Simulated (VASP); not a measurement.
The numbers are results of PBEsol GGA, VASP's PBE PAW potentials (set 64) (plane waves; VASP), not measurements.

A VASP calculation is set up with these files.

### KPOINTS
```
kpoints
0
gamma
 8 8 8
0 0 0
```

### INCAR
```
SYSTEM  =  CdTe
PREC  =  Accurate; ENCUT  =  520; LREAL  =  .False.
LASPH  =  .True.
EDIFF  =  1E-7; NELM  =  100; ALGO  =  Normal
LMAXMIX  =  4
ISMEAR  =  -5
GGA  =  PS
ISIF  =  2
LWAVE  =  .False.; LCHARG  =  .True.; LORBIT  =  11
NEDOS  =  601
```

**POSCAR**
```
CdTe
1
    0.0000000000     3.2492489044     3.2492489044
    3.2492489044    -0.0000000000     3.2492489044
    3.2492489044     3.2492489044     0.0000000000
Cd Te
1 1
Direct
  0.0000000000   0.0000000000   0.0000000000
  0.2500000000   0.2500000000   0.2500000000
```

POTCAR, in this order: Cd Te (PBE.64 set). Program: vasp_std.

The run wrote:

OUTCAR:
```
 ion  position               nearest neighbor table
   1  0.000  0.000  0.000-   2 2.81   2 2.81   2 2.81   2 2.81
   2  0.250  0.250  0.250-   1 2.81   1 2.81   1 2.81   1 2.81
  LATTYP: Found a face centered cubic cell.
 ALAT       =     6.4984978088
 Subroutine PRICEL returns:
 Original cell was already a primitive cell.
 Subroutine GETGRP returns: Found 24 space group operations
The static configuration has the point symmetry T_d .
The dynamic configuration has the point symmetry T_d .
 Subroutine INISYM returns: Found 24 space group operations
 Subroutine IBZKPT returns following result:
 Found     29 irreducible k-points:

 Following reciprocal coordinates:
            Coordinates               Weight
  0.000000  0.000000  0.000000      1.000000
  0.125000  0.000000  0.000000      8.000000
  0.250000  0.000000  0.000000      8.000000
  0.375000  0.000000  0.000000      8.000000
  0.500000  0.000000  0.000000      4.000000
  0.125000  0.125000  0.000000      6.000000
  0.250000  0.125000  0.000000     24.000000
  0.375000  0.125000  0.000000     24.000000
  0.500000  0.125000  0.000000     24.000000
 -0.375000  0.125000  0.000000     24.000000
 -0.250000  0.125000  0.000000     24.000000
 -0.125000  0.125000  0.000000     12.000000
  0.250000  0.250000  0.000000      6.000000
  0.375000  0.250000  0.000000     24.000000
  0.500000  0.250000  0.000000     24.000000
 -0.375000  0.250000  0.000000     24.000000
 -0.250000  0.250000  0.000000     12.000000
  0.375000  0.375000  0.000000      6.000000
  0.500000  0.375000  0.000000     24.000000
 -0.375000  0.375000  0.000000     12.000000
  0.500000  0.500000  0.000000      3.000000
  0.375000  0.250000  0.125000     24.000000
  0.500000  0.250000  0.125000     48.000000
 -0.375000  0.250000  0.125000     24.000000
  0.500000  0.375000  0.125000     24.000000
 -0.375000  0.375000  0.125000     48.000000
 -0.250000  0.375000  0.125000     24.000000
 -0.375000  0.500000  0.125000     12.000000
 -0.250000  0.500000  0.250000      6.000000
   k-points           NKPTS =     29   k-points in BZ     NKDIM =     29   number of bands    NBANDS=     13
   number of dos      NEDOS =    601   number of ions     NIONS =      2
   total plane-waves  NPLWV =  46656
   dimension x,y,z NGX =    36 NGY =   36 NGZ =   36
   dimension x,y,z NGXF=    72 NGYF=   72 NGZF=   72
   ions per type =               1   1
   PREC   = accura    normal or accurate (medium, high low for compatibility)
   ISTART =      0    job   : 0-new  1-cont  2-samecut
   ICHARG =      2    charge: 1-file 2-atom 10-const
   ISPIN  =      1    spin polarized calculation?
   LNONCOLLINEAR =      F non collinear calculations
   LSORBIT =      F    spin-orbit coupling
   INIWAV =      1    electr: 0-lowe 1-rand  2-diag
   ENCUT  =  520.0 eV  38.22 Ry    6.18 a.u.   8.54  8.54  8.54*2*pi/ulx,y,z
   NELM   =    100;   NELMIN=  2; NELMDL= -5     # of ELM steps
   EDIFF  = 0.1E-06   stopping-criterion for ELM
   LREAL  =      F    real-space projection
   NLSPLINE    = F    spline interpolate recip. space projectors
   LMAXMIX     =    4 max onsite mixed and CHGCAR
   VOSKOWN=      0    Vosko Wilk Nusair interpolation
   EDIFFG = 0.1E-05   stopping-criterion for IOM
   NSW    =      0    number of steps for IOM
   NBLOCK =      1;   KBLOCK =      1    inner block; outer block
   IBRION =     -1    ionic relax: 0-MD 1-quasi-New 2-CG
   NFREE  =      0    steps in history (QN), initial steepest desc. (CG)
   ISIF   =      2    stress and relaxation
   ISYM   =      2    0-nonsym 1-usesym 2-fastsym
   TEIN   =    0.0    initial temperature
   TEBEG  =    0.0;   TEEND  =   0.0 temperature during run
   SMASS  =  -3.00    Nose mass-parameter (am)
...
```

### OSZICAR
```
       N       E                     dE             d eps       ncg     rms          rms(c)
DAV:   1     0.100646186228E+03    0.10065E+03   -0.82948E+03   762   0.119E+03
DAV:   2    -0.156779520766E+01   -0.10221E+03   -0.98529E+02   864   0.276E+02
DAV:   3    -0.570391235954E+01   -0.41361E+01   -0.41261E+01   914   0.576E+01
DAV:   4    -0.574469453719E+01   -0.40782E-01   -0.40777E-01  1058   0.506E+00
DAV:   5    -0.574485731013E+01   -0.16277E-03   -0.16277E-03   894   0.271E-01    0.557E+00
DAV:   6    -0.550805235994E+01    0.23680E+00   -0.53844E-01   849   0.102E+01    0.460E+00
DAV:   7    -0.549053780573E+01    0.17515E-01   -0.11203E-01   859   0.253E+00    0.186E+00
DAV:   8    -0.548956782459E+01    0.96998E-03   -0.99232E-03   789   0.139E+00    0.531E-01
DAV:   9    -0.548953731663E+01    0.30508E-04   -0.78867E-04   884   0.334E-01    0.121E-01
DAV:  10    -0.548956801883E+01   -0.30702E-04   -0.11636E-04   824   0.113E-01    0.546E-02
DAV:  11    -0.548959207959E+01   -0.24061E-04   -0.47387E-05   787   0.457E-02    0.343E-02
DAV:  12    -0.548959028784E+01    0.17917E-05   -0.44083E-06   879   0.163E-02    0.178E-02
DAV:  13    -0.548959021035E+01    0.77489E-07   -0.40889E-07   824   0.428E-03
   1 F= -.54895902E+01 E0= -.54895902E+01  d E =0.000000E+00
```

OUTCAR:
```
------------------------ aborting loop because EDIFF is reached ----------------------------------------
  FORCE on cell =-STRESS in cart. coord.  units (eV):
  Direction    XX          YY          ZZ          XY          YZ          ZX
  --------------------------------------------------------------------------------------
  Total       -0.0059116     -0.0059116     -0.0059116      0.0000000      0.0000000      0.0000000
  in kB       -0.1380493     -0.1380493     -0.1380493      0.0000000      0.0000000      0.0000000
  external PRESSURE =      -0.1380493 kB  Pullay stress =       0.0000000 kB
  volume of cell :       68.61
      direct lattice vectors                 reciprocal lattice vectors
     0.000000000  3.249248904  3.249248904    -0.153881717  0.153881717  0.153881717
     3.249248904  0.000000000  3.249248904     0.153881717 -0.153881717  0.153881717
     3.249248904  3.249248904  0.000000000     0.153881717  0.153881717 -0.153881717
  FREE ENERGIE OF THE ION-ELECTRON SYSTEM (eV)
  ---------------------------------------------------
  free  energy   TOTEN  =        -5.4895902104 eV

  energy  without entropy=       -5.4895902104  energy(sigma->0) =       -5.48959021

 total charge

# of ion       s       p       d       tot
------------------------------------------
    1        0.472   0.315   9.527  10.314
    2        1.353   2.042   0.021   3.416
--------------------------------------------------
tot          1.825   2.357   9.548  13.730
```
(Selected blocks of OUTCAR.)

The compound is CdTe in the zinc blende structure. It was relaxed first.
